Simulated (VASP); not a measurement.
Given:

```yaml
crystal:
  lattice:
    - [0.00000, 2.78460, 2.78460]
    - [2.78460, 0.00000, 2.78460]
    - [2.78460, 2.78460, 0.00000]
  atoms:
    - { symbol: Ca, position: [0.00000, 0.00000, 0.00000] }
    - { symbol: F, position: [0.25000, 0.25000, 0.25000] }
    - { symbol: F, position: [0.75000, 0.75000, 0.75000] }
```

Level of theory: PBE GGA, VASP's PBE PAW potentials (set 64) (plane waves; VASP 6.6.1). Run with ADDGRID = .TRUE., 520 eV cut-off, 6×6×6 Γ-centred mesh, Gaussian smearing of 0.050 eV, potentials Ca_sv F.

### Question
Give the stress tensor in GPa (positive for a compressed cell).

### Answer

```
-2.09   0.00   0.00
 0.00  -2.09   0.00
 0.00   0.00  -2.09
```
The pressure is its mean diagonal, -2.09 GPa.

The compound is CaF2 in the fluorite structure. The cell was not relaxed at this level. The run is one of a series of settings (ADDGRID = .TRUE. against the base run), some of them coarse on purpose.
